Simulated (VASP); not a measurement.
# Lattice of W (Tungsten), functional by functional, part 2 of 2

Which functional gives which lattice for W (Tungsten)? The starting structure is a measured crystal structure from the Crystallography Open Database.

VASP 6.6.1.

Results so far: PBEsol 15.54 Å³ an atom; LDA 15.30 Å³ an atom; PBE 15.97 Å³ an atom; PBEsol + D3(BJ) 15.17 Å³ an atom.

## 6. Relaxation with r2SCAN

Level of this step: r2SCAN; plane waves and PAW (W) (VASP).

r2SCAN adds the kinetic-energy density, costs more than a GGA and is run with LASPH.

INCAR reads:

```
SYSTEM = W
PREC = Accurate
ENCUT = 450
EDIFF = 1E-06
NELM = 100
ISMEAR = 1
SIGMA = 0.1
LREAL = .FALSE.
ALGO = Normal
METAGGA = R2SCAN
LASPH = .TRUE.
NBANDS = 9
LORBIT = 11
LWAVE = .FALSE.
LCHARG = .FALSE.
KPAR = 2
IBRION = 2
NSW = 50
ISIF = 3
EDIFFG = -0.01
```

POSCAR reads:

```
W
1.0
   -1.5823450000      1.5823450000      1.5823450000
    1.5823450000     -1.5823450000      1.5823450000
    1.5823450000      1.5823450000     -1.5823450000
W
1
Direct
    0.0000000000      0.0000000000      0.0000000000
```

KPOINTS reads:

```
Automatic mesh
0
Gamma
12 12 12
0 0 0
```

PAW data sets: W (PBE family, release 64).

Run with:

```sh
$ mpirun -np 2 vasp_std
```

Log:

```text
[banner, memory and clock lines left out]
running    2 mpi-ranks, on    1 nodes
[...]
[... a notice as in an earlier step ...]

 LDA part: xc-table for (None), standard interpolation
 POSCAR, INCAR and KPOINTS ok, starting setup
[...]
entering main loop
       N       E                     dE             d eps       ncg     rms          rms(c)
DAV:   1    -0.305150536259E+02   -0.30515E+02   -0.28644E+03  1312   0.532E+02
DAV:   2    -0.510334803539E+02   -0.20518E+02   -0.19771E+02  1509   0.130E+02
DAV:   3    -0.514630882994E+02   -0.42961E+00   -0.42885E+00  1542   0.150E+01
DAV:   4    -0.514640687957E+02   -0.98050E-03   -0.98044E-03  1517   0.780E-01
[...]
DAV:  10    -0.514742595917E+02   -0.29644E-03   -0.68972E-04  1443   0.155E-01    0.131E-01
DAV:  11    -0.514742144578E+02    0.45134E-04   -0.14300E-05  1377   0.270E-02    0.513E-02
DAV:  12    -0.514742141797E+02    0.27801E-06   -0.45649E-07   869   0.579E-03
   1 F= -.51474214E+02 E0= -.51474123E+02  d E =-.514742E+02
[...]
DAV:   5    -0.514652641141E+02   -0.36176E-04   -0.88832E-05  1471   0.637E-02    0.111E-01
DAV:   6    -0.514652560797E+02    0.80344E-05   -0.10191E-05  1725   0.200E-02    0.499E-02
DAV:   7    -0.514652566722E+02   -0.59250E-06   -0.92941E-07   691   0.698E-03
   2 F= -.51465257E+02 E0= -.51464911E+02  d E =0.895751E-02
 trial-energy change:    0.008958  1 .order    0.009111   -0.006843    0.025065
 step:   0.2194(harm=  0.2145)  dis= 0.00000  next Energy=   -51.474966 (dE=-0.752E-03)
[...]
N       E                     dE             d eps       ncg     rms          rms(c)
DAV:   1    -0.514759188338E+02   -0.10663E-01   -0.19309E-01  1299   0.327E+00    0.128E+00
DAV:   2    -0.514755702787E+02    0.34856E-03   -0.19176E-03  1519   0.331E-01    0.636E-01
DAV:   3    -0.514749888754E+02    0.58140E-03   -0.13878E-03  1778   0.216E-01    0.526E-02
DAV:   4    -0.514750055109E+02   -0.16635E-04   -0.12872E-05  1481   0.267E-02    0.246E-02
DAV:   5    -0.514750141023E+02   -0.85914E-05   -0.72540E-06  1500   0.147E-02    0.406E-03
DAV:   6    -0.514750142335E+02   -0.13127E-06   -0.32193E-07   683   0.361E-03
   3 F= -.51475014E+02 E0= -.51474862E+02  d E =-.800054E-03
[...]
reached required accuracy - stopping structural energy minimisation
```

Elapsed: 19 s, on 2 MPI ranks of Intel Xeon 6975P-C (Granite Rapids), shared host; peak memory 0.26 GiB; 37 s of CPU time.

From OUTCAR (step 6):

```text
  Total       -0.0025669     -0.0025669     -0.0025669     -0.0000000      0.0000000      0.0000000
  in kB       -0.2613104     -0.2613104     -0.2613104     -0.0000000      0.0000000      0.0000000
  external PRESSURE =      -0.2613104 kB  Pullay stress =       0.0000000 kB

 POSITION                                       TOTAL-FORCE (eV/Angst)
 -----------------------------------------------------------------------------------
      0.00000     -0.00000      0.00000        -0.000000     -0.000000     -0.000000
 -----------------------------------------------------------------------------------
    total drift:                                0.000000      0.000000      0.000000

  FREE ENERGIE OF THE ION-ELECTRON SYSTEM (eV)
  ---------------------------------------------------
  free  energy   TOTEN  =       -51.4750142335 eV

  energy  without entropy=      -51.4745578178  energy(sigma->0) =      -51.47486209

[... 2 parts as in an earlier step ...]

[... 2 further parts left out ...]
[key lines of the parts left out:]
E-fermi :   7.5751
```

With r2SCAN the relaxed cell holds 15.738 Å³ an atom, -0.69 % against the measured cell, with a = 3.157 Å. That is +1.26 % from PBEsol.

## 7. Relaxation with r2SCAN + rVV10

rVV10 adds a nonlocal correlation energy for dispersion.

Edit INCAR of step 6 so:

```diff
@@ -10,2 +10,6 @@
 METAGGA = R2SCAN
+LUSE_VDW = .TRUE.
+IVDW_NL = 2
+BPARAM = 11.95
+CPARAM = 0.0093
 LASPH = .TRUE.
```

POSCAR is that of step 6.

KPOINTS is that of step 6.

Run with:

```sh
$ mpirun -np 2 vasp_std
```

Log:

```text
[banner, memory and clock lines left out]
running    2 mpi-ranks, on    1 nodes
[...]
|                                                                             |
|               ----> ADVICE to this user running VASP <----                  |
|                                                                             |
|     You have switched on vdW-DFT.                                           |
|     This routine was written and supplied by Jiri Klimes. We recommend      |
|     that you carefully read and cite the following publications:            |
|       J. Klimes, D.R. Bowler, A. Michelides                                 |
|          J. Phys.: Cond Matt. 22 022201 (2010)                              |
|       J. Klimes, D.R. Bowler, A. Michelides                                 |
|          Phys. Rev. B. 83, 195131 (2011)                                    |
|     and references therein.                                                 |
|                                                                             |

[...]
DAV:   2    -0.513882873574E+02    0.47083E-03   -0.44076E-03  1535   0.503E-01    0.986E-01
Total rVV10 correction in eV:      0.0878155    10.6728129
Total rVV10 correction in eV:      0.0878155    10.6728129
DAV:   3    -0.513870250705E+02    0.12623E-02   -0.30371E-03  1785   0.318E-01    0.903E-02
Total rVV10 correction in eV:      0.0877688    10.6728129
Total rVV10 correction in eV:      0.0877688    10.6728129
DAV:   4    -0.513870725574E+02   -0.47487E-04   -0.48438E-05  1495   0.440E-02    0.129E-02
Total rVV10 correction in eV:      0.0877165    10.6728129
Total rVV10 correction in eV:      0.0877165    10.6728129
DAV:   5    -0.513870784553E+02   -0.58979E-05   -0.61480E-06  1567   0.178E-02    0.305E-03
Total rVV10 correction in eV:      0.0877102    10.6728129
Total rVV10 correction in eV:      0.0877102    10.6728129
DAV:   6    -0.513870789143E+02   -0.45894E-06   -0.29198E-07   672   0.277E-03
Total rVV10 correction in eV:      0.0877172    10.6728129
Total rVV10 correction in eV:      0.0877172    10.6728129
Total rVV10 correction in eV:      0.0877158    10.6728129
Total rVV10 correction in eV:      0.0877158    10.6728129
   3 F= -.51387079E+02 E0= -.51386956E+02  d E =-.169006E-02
[...]
reached required accuracy - stopping structural energy minimisation
```

Elapsed: 36 s, on 2 MPI ranks; peak memory 0.35 GiB.

Parts of OUTCAR (step 7):

```text
  Total       -0.0036132     -0.0036132     -0.0036132      0.0000000     -0.0000000     -0.0000000
  in kB       -0.3689714     -0.3689714     -0.3689714      0.0000000     -0.0000000     -0.0000000
  external PRESSURE =      -0.3689714 kB  Pullay stress =       0.0000000 kB

 POSITION                                       TOTAL-FORCE (eV/Angst)
 -----------------------------------------------------------------------------------
      0.00000      0.00000     -0.00000        -0.000000      0.000000     -0.000000
 -----------------------------------------------------------------------------------
    total drift:                                0.000000      0.000000      0.000000

  FREE ENERGIE OF THE ION-ELECTRON SYSTEM (eV)
  ---------------------------------------------------
  free  energy   TOTEN  =       -51.3870789143 eV

  energy  without entropy=      -51.3867099049  energy(sigma->0) =      -51.38695591

[... 2 parts as in an earlier step ...]

[... 2 further parts left out ...]
[key lines of the parts left out:]
E-fermi :   7.6064
```

With r2SCAN + rVV10 the relaxed cell holds 15.690 Å³ an atom, -1.00 % against the measured cell, with a = 3.154 Å. That is +0.95 % from PBEsol.

## 8. Relaxation with rev-vdW-DF2

rev-vdW-DF2 revises the exchange of vdW-DF2 for solids.

Edit INCAR of step 7 so:

```diff
@@ -9,7 +9,8 @@
 ALGO = Normal
-METAGGA = R2SCAN
+GGA = MK
+AGGAC = 0
 LUSE_VDW = .TRUE.
-IVDW_NL = 2
-BPARAM = 11.95
-CPARAM = 0.0093
+PARAM1 = 0.1234
+PARAM2 = 0.711357
+ZAB_VDW = -1.8867
 LASPH = .TRUE.
```

POSCAR is that of step 7.

KPOINTS is that of step 7.

Run with:

```sh
$ mpirun -np 2 vasp_std
```

Log:

```text
[banner, memory and clock lines left out]
running    2 mpi-ranks, on    1 nodes
[...]
[... a notice as in an earlier step ...]

 [... a notice as in an earlier step ...]

 LDA part: xc-table for (Slater+PW92), standard interpolation
 POSCAR, INCAR and KPOINTS ok, starting setup
[...]
entering main loop
       N       E                     dE             d eps       ncg     rms          rms(c)
DAV:   1     0.811884389346E+01    0.81188E+01   -0.27405E+03  1304   0.507E+02
DAV:   2    -0.114178255371E+02   -0.19537E+02   -0.18816E+02  1514   0.124E+02
DAV:   3    -0.118158333582E+02   -0.39801E+00   -0.39685E+00  1568   0.140E+01
DAV:   4    -0.118167263180E+02   -0.89296E-03   -0.89292E-03  1491   0.693E-01
[...]
DAV:  10    -0.111545159968E+02   -0.33665E-05   -0.34240E-05  1561   0.402E-02    0.174E-02
DAV:  11    -0.111545115758E+02    0.44210E-05   -0.96239E-07  1297   0.101E-02    0.534E-03
DAV:  12    -0.111545116097E+02   -0.33948E-07   -0.77529E-09   676   0.723E-04
[...]
DAV:   4    -0.111538137997E+02   -0.25539E-05   -0.16923E-06  1327   0.827E-03    0.659E-03
DAV:   5    -0.111538153826E+02   -0.15829E-05   -0.19212E-06  1440   0.722E-03    0.901E-04
DAV:   6    -0.111538153577E+02    0.24937E-07   -0.84866E-09   661   0.828E-04
   2 F= -.11153815E+02 E0= -.11153494E+02  d E =0.696252E-03
 trial-energy change:    0.000696  1 .order    0.000707   -0.000560    0.001975
 step:   0.2255(harm=  0.2209)  dis= 0.00000  next Energy=   -11.154575 (dE=-0.633E-04)
[...]
N       E                     dE             d eps       ncg     rms          rms(c)
DAV:   1    -0.111548775440E+02   -0.10622E-02   -0.16502E-02  1300   0.922E-01    0.396E-01
DAV:   2    -0.111546312664E+02    0.24628E-03   -0.24061E-04  1457   0.116E-01    0.170E-01
DAV:   3    -0.111545730498E+02    0.58217E-04   -0.14499E-04  1648   0.766E-02    0.103E-02
DAV:   4    -0.111545744521E+02   -0.14024E-05   -0.98258E-07  1277   0.635E-03    0.567E-03
DAV:   5    -0.111545755344E+02   -0.10823E-05   -0.12318E-06  1378   0.574E-03    0.702E-04
DAV:   6    -0.111545755731E+02   -0.38727E-07   -0.55365E-09   658   0.684E-04
   3 F= -.11154576E+02 E0= -.11154228E+02  d E =-.639634E-04
[...]
reached required accuracy - stopping structural energy minimisation
```

Elapsed: 19 s, on 2 MPI ranks; peak memory 0.45 GiB; 36 s of CPU time.

Parts of OUTCAR (step 8):

```text
  Total        0.0010298      0.0010298      0.0010298     -0.0000000      0.0000000      0.0000000
  in kB        0.1043251      0.1043251      0.1043251     -0.0000000      0.0000000      0.0000000
  external PRESSURE =       0.1043251 kB  Pullay stress =       0.0000000 kB

 POSITION                                       TOTAL-FORCE (eV/Angst)
 -----------------------------------------------------------------------------------
     -0.00000      0.00000      0.00000         0.000000      0.000000      0.000000
 -----------------------------------------------------------------------------------
    total drift:                                0.000000      0.000000      0.000000

  FREE ENERGIE OF THE ION-ELECTRON SYSTEM (eV)
  ---------------------------------------------------
  free  energy   TOTEN  =       -11.1545755731 eV

  energy  without entropy=      -11.1535328615  energy(sigma->0) =      -11.15422800

[... 2 parts as in an earlier step ...]

[... 2 further parts left out ...]
[key lines of the parts left out:]
E-fermi :   7.6731
```

With rev-vdW-DF2 the relaxed cell holds 15.815 Å³ an atom, -0.20 % against the measured cell, with a = 3.163 Å. That is +1.76 % from PBEsol.

## 9. Relaxation with PBEsol + D4

D4 lets the coefficients depend on atomic charges too. This run starts from the cell of an earlier relaxation, which isn't shown; the restart sets up the plane waves anew.

Edit INCAR of step 8 so:

```diff
@@ -9,9 +9,4 @@
 ALGO = Normal
-GGA = MK
-AGGAC = 0
-LUSE_VDW = .TRUE.
-PARAM1 = 0.1234
-PARAM2 = 0.711357
-ZAB_VDW = -1.8867
-LASPH = .TRUE.
+GGA = PS
+IVDW = 13
 NBANDS = 9
```

POSCAR reads:

```
W
1.0
   -1.5658354404      1.5658354404      1.5658354404
    1.5658354404     -1.5658354404      1.5658354404
    1.5658354404      1.5658354404     -1.5658354404
W
1
Direct
    0.0000000000      0.0000000000      0.0000000000
```

KPOINTS is that of step 8.

Run with:

```sh
$ mpirun -np 2 vasp_std
```

Log:

```text
[... set-up lines as in an earlier step ...]
 entering main loop
       N       E                     dE             d eps       ncg     rms          rms(c)
DAV:   1     0.522189883151E+01    0.52219E+01   -0.26515E+03  1304   0.505E+02
DAV:   2    -0.142123927930E+02   -0.19434E+02   -0.18796E+02  1507   0.125E+02
DAV:   3    -0.145865765998E+02   -0.37418E+00   -0.37343E+00  1511   0.134E+01
DAV:   4    -0.145875466650E+02   -0.97007E-03   -0.97005E-03  1522   0.757E-01
[...]
DAV:  10    -0.138797826227E+02    0.67908E-05   -0.67845E-05  1540   0.540E-02    0.170E-02
DAV:  11    -0.138797806706E+02    0.19521E-05   -0.96552E-07  1119   0.101E-02    0.364E-03
DAV:  12    -0.138797807018E+02   -0.31225E-07   -0.19977E-08   679   0.106E-03
   1 F= -.14312715E+02 E0= -.14312442E+02  d E =-.143127E+02
[...]
reached required accuracy - stopping structural energy minimisation
```

Elapsed: 2.6 s, on 2 MPI ranks; peak memory 0.24 GiB.

From OUTCAR (step 9):

```text
  Edisp (eV):   -0.43293

  Total      -0.00470    -0.00470    -0.00470    -0.00000    -0.00000    -0.00000
  in kB      -0.49047    -0.49047    -0.49047    -0.00000    -0.00000    -0.00000
  external pressure =       -0.49 kB  Pullay stress =        0.00 kB

 POSITION                                       TOTAL-FORCE (eV/Angst)
 -----------------------------------------------------------------------------------
      0.00000      0.00000      0.00000        -0.000000      0.000000     -0.000000
 -----------------------------------------------------------------------------------
    total drift:                                0.000000      0.000000      0.000000

  FREE ENERGIE OF THE ION-ELECTRON SYSTEM (eV)
  ---------------------------------------------------
  free  energy   TOTEN  =       -14.3127150256 eV

  energy  without entropy=      -14.3118945714  energy(sigma->0) =      -14.31244154

[... 2 parts as in an earlier step ...]

[... 2 further parts left out ...]
[key lines of the parts left out:]
E-fermi :   7.9463
```

With PBEsol + D4 the relaxed cell holds 15.357 Å³ an atom, -3.10 % against the measured cell, with a = 3.132 Å. That is -1.19 % from PBEsol.

## 10. The runs compared

| level | volume (Å³/atom) | against the measured cell (%) | a (Å) | pressure left (GPa) | core minutes |
| --- | --- | --- | --- | --- | --- |
| PBEsol | 15.542 | -1.93 | 3.1442 | 0.01 | 0.16 |
| LDA | 15.301 | -3.45 | 3.1279 | -0.06 | 0.213 |
| PBE | 15.969 | 0.76 | 3.1727 | 0.0 | 0.133 |
| PBEsol + D3(BJ) | 15.174 | -4.25 | 3.1192 | 0.01 | 0.3 |
| r2SCAN | 15.738 | -0.69 | 3.1574 | -0.03 | 0.64 |
| r2SCAN + rVV10 | 15.69 | -1.0 | 3.1541 | -0.04 | 1.2 |
| rev-vdW-DF2 | 15.815 | -0.2 | 3.1625 | 0.01 | 0.62 |
| PBEsol + D4 | 15.357 | -3.1 | 3.1317 | -0.05 | 0.293 |

Core minutes are wall time times ranks, summed over the relaxations behind a row (those for a bulk modulus apart), on shared hosts.

## 11. Results

```json
{
  "volume, PBEsol": "15.54 Å³/atom",
  "volume, LDA": "15.30 Å³/atom",
  "volume, PBE": "15.97 Å³/atom",
  "volume, PBEsol + D3(BJ)": "15.17 Å³/atom",
  "volume, r2SCAN": "15.74 Å³/atom",
  "volume, r2SCAN + rVV10": "15.69 Å³/atom",
  "volume, rev-vdW-DF2": "15.82 Å³/atom",
  "volume, PBEsol + D4": "15.36 Å³/atom"
}
```

What this shows: Across 8 levels the volume of W (Tungsten) spans 5.2 %, from 15.17 Å³ an atom (PBEsol + D3(BJ)) to 15.97 Å³ (PBE). Against the measured volume of the starting structure, rev-vdW-DF2 comes nearest (-0.2 %) and PBEsol + D3(BJ) lies farthest (-4.2 %). The measured cell holds zero-point expansion and, unless it was taken cold, thermal expansion, which the runs lack, so small differences decide nothing. Adding D3(BJ) to PBEsol changes the volume by -2.4 %. Adding rVV10 to r2SCAN changes the volume by -0.3 %. Adding D4 to PBEsol changes the volume by -1.2 %. LASPH is on in some of these runs and off in others, which adds a little to the differences. Spin-orbit coupling is left out of all runs, which can matter with elements this heavy. All runs keep the symmetry of the start, so they can't find a distortion of lower symmetry. Further runs on this material are not shown.

[Lines on the potential files, build, host, timing and source positions are cut from VASP's logs without a mark.]

[Logs are printed without paths, hosts, clocks, repeated set-up lines and the standing remarks that a program may print on its own settings, such as how far it seeks lower states.]

[Hosts, paths, dates, database ids (printed as entryN), source tags and the programs' standing remarks are cut or masked in the printed files.]
